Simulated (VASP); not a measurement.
Calculation: PBE GGA, VASP's PBE PAW potentials (set 64) (plane waves; VASP 6.6.1).

Input for VASP

INCAR:
```
! general
SYSTEM  = MoS2
PREC    = Accurate
ENCUT   = 400
LREAL   = .FALSE.
LASPH   = .TRUE.
ICHARG  = 11

! electronic loop
EDIFF   = 1E-7
NELM    = 100
ALGO    = Normal
LMAXMIX = 4

! smearing
ISMEAR  = 0
SIGMA   = 0.05

! functional
GGA     = PE

! output
LWAVE   = .FALSE.
LCHARG  = .FALSE.
LORBIT  = 11
```

### POSCAR
```
MoS2
1
    1.5916056431    -2.7567415578     0.0000000000
    1.5916056431     2.7567415578     0.0000000000
    0.0000000000     0.0000000000    13.2912910670
Mo S
2 4
Direct
  0.3333330000   0.6666670000   0.2500000000
  0.6666670000   0.3333330000   0.7500000000
  0.3333330000   0.6666670000   0.8675317779
  0.6666670000   0.3333330000   0.3675317779
  0.6666670000   0.3333330000   0.1324682221
  0.3333330000   0.6666670000   0.6324682221
```

File KPOINTS:
```
k-points along high-symmetry lines
10
Line-mode
Reciprocal
  0.000000   0.000000   0.000000 ! GAMMA
  0.000000   0.500000   0.000000 ! M

  0.000000   0.500000   0.000000 ! M
 -0.333333   0.666667   0.000000 ! K

 -0.333333   0.666667   0.000000 ! K
  0.000000   0.000000   0.000000 ! GAMMA

  0.000000   0.000000   0.000000 ! GAMMA
  0.000000   0.000000   0.500000 ! A

  0.000000   0.000000   0.500000 ! A
  0.000000   0.500000   0.500000 ! L

  0.000000   0.500000   0.500000 ! L
 -0.333333   0.666667   0.500000 ! H

 -0.333333   0.666667   0.500000 ! H
  0.000000   0.000000   0.500000 ! A

  0.000000   0.500000   0.500000 ! L
  0.000000   0.500000   0.000000 ! M

 -0.333333   0.666667   0.500000 ! H
 -0.333333   0.666667   0.000000 ! K
```

POTCAR, in this order: Mo_sv S (PBE.64 set). Program: vasp_std. Read from the step before: CHGCAR.

Output of the run:

OUTCAR:
```
 ion  position               nearest neighbor table
   1  0.333  0.667  0.250-   4 2.41   5 2.41   4 2.41   5 2.41   4 2.41   5 2.41
   2  0.667  0.333  0.750-   3 2.41   6 2.41   3 2.41   6 2.41   3 2.41   6 2.41
   3  0.333  0.667  0.868-   2 2.41   2 2.41   2 2.41
   4  0.667  0.333  0.368-   1 2.41   1 2.41   1 2.41
   5  0.667  0.333  0.132-   1 2.41   1 2.41   1 2.41
   6  0.333  0.667  0.632-   2 2.41   2 2.41   2 2.41
  LATTYP: Found a hexagonal cell.
 ALAT       =     3.1832110423
 C/A-ratio  =     4.1754350844
 Subroutine PRICEL returns:
 Original cell was already a primitive cell.
 Subroutine GETGRP returns: Found 24 space group operations
The static configuration has the point symmetry D_3d.
 The point group associated with its full space group is D_6h.
The dynamic configuration has the point symmetry D_3d.
 Subroutine INISYM returns: Found 24 space group operations
   k-points           NKPTS =     90   k-points in BZ     NKDIM =     90   number of bands    NBANDS=     31
   number of dos      NEDOS =    301   number of ions     NIONS =      6
   total plane-waves  NPLWV =  51840
   dimension x,y,z NGX =    24 NGY =   24 NGZ =   90
   dimension x,y,z NGXF=    48 NGYF=   48 NGZF=  180
   ions per type =               2   4
   PREC   = accura    normal or accurate (medium, high low for compatibility)
   ISTART =      0    job   : 0-new  1-cont  2-samecut
   ICHARG =     11    charge: 1-file 2-atom 10-const
   ISPIN  =      1    spin polarized calculation?
   LNONCOLLINEAR =      F non collinear calculations
   LSORBIT =      F    spin-orbit coupling
   INIWAV =      1    electr: 0-lowe 1-rand  2-diag
   ENCUT  =  400.0 eV  29.40 Ry    5.42 a.u.   5.19  5.19 21.67*2*pi/ulx,y,z
   NELM   =    100;   NELMIN=  2; NELMDL= -5     # of ELM steps
   EDIFF  = 0.1E-06   stopping-criterion for ELM
   LREAL  =      F    real-space projection
   NLSPLINE    = F    spline interpolate recip. space projectors
   LMAXMIX     =    4 max onsite mixed and CHGCAR
   VOSKOWN=      0    Vosko Wilk Nusair interpolation
   EDIFFG = 0.1E-05   stopping-criterion for IOM
   NSW    =      0    number of steps for IOM
   NBLOCK =      1;   KBLOCK =      1    inner block; outer block
   IBRION =     -1    ionic relax: 0-MD 1-quasi-New 2-CG
   NFREE  =      0    steps in history (QN), initial steepest desc. (CG)
   ISIF   =      2    stress and relaxation
   ISYM   =      2    0-nonsym 1-usesym 2-fastsym
   TEIN   =    0.0    initial temperature
   TEBEG  =    0.0;   TEEND  =   0.0 temperature during run
   SMASS  =  -3.00    Nose mass-parameter (am)
   PSTRESS=    0.0 pullay stress
   NELECT =      52.0000    total number of electrons
   EFERMI =   0.00;   METHOD = LEGACY
   ISMEAR =     0;   SIGMA  =   0.05  broadening in eV -4-tet -1-fermi 0-gaus
   IALGO  =     38    algorithm
   LDIAG  =      T    sub-space diagonalisation (order eigenvalues)
   IMIX   =      4    mixing-type and parameters
     AMIX     =   0.40;   BMIX     =  1.00
     AMIX_MAG =   1.60;   BMIX_MAG =  1.00
     AMIN     =   0.10
   GGA     = PE    functional components
   VOSKOWN =     0    Vosko Wilk Nusair interpolation
   LHFCALC =     F    Hartree Fock is set to
   LHFONE  =     F    Hartree Fock one center treatment
   AEXX    =    0.0000 exact exchange contribution
   IVDW    =     0    specifies the selected vdW correction
   LEPSILON=     F    determine dielectric tensor
   LRPA    =     F    only Hartree local field effects (RPA)
  energy-cutoff  :      400.00
  volume of cell :      116.63
      direct lattice vectors                 reciprocal lattice vectors
     1.591605643 -2.756741558  0.000000000     0.314148170 -0.181373549  0.000000000
     1.591605643  2.756741558  0.000000000     0.314148170  0.181373549  0.000000000
     0.000000000  0.000000000 13.291291067     0.000000000  0.000000000  0.075237236
 k-point     1 :   0.0000 0.0000 0.0000  plane waves:    2107
 k-point     2 :   0.0000 0.0556 0.0000  plane waves:    2119
 k-point     3 :   0.0000 0.1111 0.0000  plane waves:    2111
 k-point     4 :   0.0000 0.1667 0.0000  plane waves:    2097
...
```

**OSZICAR**
```
       N       E                     dE             d eps       ncg     rms          rms(c)
DAV:   1     0.373857862148E+03    0.37386E+03   -0.26676E+04  6724   0.128E+03
DAV:   2    -0.217475922355E+02   -0.39561E+03   -0.38544E+03  7016   0.352E+02
DAV:   3    -0.421830642606E+02   -0.20435E+02   -0.20145E+02  7243   0.683E+01
DAV:   4    -0.426988337313E+02   -0.51577E+00   -0.51445E+00  6993   0.108E+01
DAV:   5    -0.427160840311E+02   -0.17250E-01   -0.17243E-01  7590   0.172E+00
DAV:   6    -0.427164654181E+02   -0.38139E-03   -0.38130E-03  7216   0.245E-01
DAV:   7    -0.427164789537E+02   -0.13536E-04   -0.13533E-04  7695   0.347E-02
DAV:   8    -0.427164792832E+02   -0.32950E-06   -0.32947E-06  6970   0.504E-03
DAV:   9    -0.427164792965E+02   -0.13303E-07   -0.13244E-07  4890   0.863E-04
   1 F= -.42716479E+02 E0= -.42716479E+02  d E =-.350333E-29
```

**OUTCAR**
```
 val. band max:        6.2267993022   @ k =  -0.0000   0.0000   0.0000

 cond. band min:       7.4628592950   @ k =  -0.3333   0.6667   0.0556



 k-point     1 :       0.0000    0.0000    0.0000
  band No.  band energies     occupation
      1     -55.0665      2.00000
      2     -55.0665      2.00000
      3     -29.2094      2.00000
      4     -29.2091      2.00000
      5     -29.0048      2.00000
      6     -29.0048      2.00000
      7     -29.0047      2.00000
      8     -29.0047      2.00000
      9      -8.3333      2.00000
     10      -8.2334      2.00000
     11      -7.0709      2.00000
     12      -6.8998      2.00000
     13      -0.0919      2.00000
     14       0.4306      2.00000
     15       3.1872      2.00000
     16       3.1873      2.00000
     17       3.1912      2.00000
     18       3.1913      2.00000
     19       3.3868      2.00000
     20       4.2857      2.00000
     21       4.2857      2.00000
     22       4.2999      2.00000
     23       4.3000      2.00000
     24       4.7603      2.00000
     25       5.4560      2.00000
     26       6.2268      2.00000
     27       8.5479      0.00000
     28       8.5492      0.00000
     29       8.5580      0.00000
     30       8.5589      0.00000
     31       8.7873      0.00000

 k-point     2 :       0.0000    0.0556    0.0000
  band No.  band energies     occupation
      1     -55.0654      2.00000
      2     -55.0653      2.00000
      3     -29.2071      2.00000
      4     -29.2069      2.00000
      5     -29.0164      2.00000
      6     -29.0163      2.00000
      7     -29.0076      2.00000
      8     -29.0074      2.00000
      9      -8.2874      2.00000
     10      -8.1878      2.00000
     11      -7.0508      2.00000
     12      -6.8821      2.00000
     13      -0.0385      2.00000
     14       0.4832      2.00000
     15       3.0811      2.00000
     16       3.0863      2.00000
     17       3.2346      2.00000
     18       3.2395      2.00000
...
```

The density is held fixed in this step, so its total energy and stress have no physical meaning. Without a dispersion term in the relaxation, distances and binding between the weakly bound layers, chains or molecules are unreliable, and so is what depends on them.

The compound is MoS2 in the 2H layered structure. It was relaxed first, which changed the volume by +10 %.
